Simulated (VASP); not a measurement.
Data:

```yaml
crystal:
  lattice:
    - [-3.43984, 3.43984, 2.76782]
    - [3.43984, -3.43984, 2.76782]
    - [3.43984, 3.43984, -2.76782]
  atoms:
    - { symbol: B, position: [0.15800, 0.65800, 0.81600] }
    - { symbol: B, position: [0.34200, 0.15800, 0.50000] }
    - { symbol: B, position: [0.65800, 0.84200, 0.50000] }
    - { symbol: B, position: [0.84200, 0.34200, 0.18400] }
    - { symbol: Au, position: [0.75000, 0.75000, 0.00000] }
    - { symbol: Au, position: [0.25000, 0.25000, 0.00000] }
```

Computed with PBE GGA, VASP's PBE PAW potentials (set 64) (plane waves; VASP). Settings: 400 eV cut-off, 5×5×5 Γ-centred mesh, Fermi-Dirac smearing of 0.10 eV, potentials B Au.

**Question.** Give the energies of bands 7 to 20 at the high-symmetry points, in eV from the Fermi level.

**Answer.** 
```json
[
 {"band": "7", "Γ": "-3.33", "X": "-3.67", "M": "-4.56", "Z": "-4.46", "P": "-3.75", "N": "-3.69"},
 {"band": "8", "Γ": "-3.07", "X": "-3.45", "M": "-3.84", "Z": "-3.76", "P": "-3.75", "N": "-3.69"},
 {"band": "9", "Γ": "-2.79", "X": "-3.17", "M": "-3.67", "Z": "-3.55", "P": "-3.60", "N": "-3.66"},
 {"band": "10", "Γ": "-2.79", "X": "-3.05", "M": "-3.58", "Z": "-3.54", "P": "-3.60", "N": "-3.66"},
 {"band": "11", "Γ": "-2.45", "X": "-2.77", "M": "-3.43", "Z": "-3.20", "P": "-3.31", "N": "-3.51"},
 {"band": "12", "Γ": "-2.41", "X": "-2.73", "M": "-3.08", "Z": "-3.12", "P": "-3.31", "N": "-3.51"},
 {"band": "13", "Γ": "-2.37", "X": "-2.41", "M": "-2.56", "Z": "-2.53", "P": "-3.06", "N": "-2.49"},
 {"band": "14", "Γ": "-2.37", "X": "-2.37", "M": "-2.40", "Z": "-2.49", "P": "-3.06", "N": "-2.49"},
 {"band": "15", "Γ": "-0.99", "X": "-0.91", "M": "-2.40", "Z": "-2.49", "P": "-0.68", "N": "-1.70"},
 {"band": "16", "Γ": "-0.36", "X": "-0.58", "M": "-0.15", "Z": "-0.28", "P": "-0.68", "N": "-1.70"},
 {"band": "17", "Γ": "-0.10", "X": "-0.44", "M": "0.24", "Z": "0.16", "P": "-0.04", "N": "0.31"},
 {"band": "18", "Γ": "-0.10", "X": "-0.14", "M": "1.60", "Z": "1.23", "P": "-0.04", "N": "0.31"},
 {"band": "19", "Γ": "-0.09", "X": "0.46", "M": "1.85", "Z": "1.23", "P": "1.32", "N": "1.12"},
 {"band": "20", "Γ": "-0.09", "X": "0.70", "M": "1.85", "Z": "1.30", "P": "1.32", "N": "1.12"}
]
```

It has no gap at this level: it comes out as a metal or semimetal.

The structure was generated: B2Au was put into an ordered model structure, which need not be its known phase. The cell was not relaxed at this level.
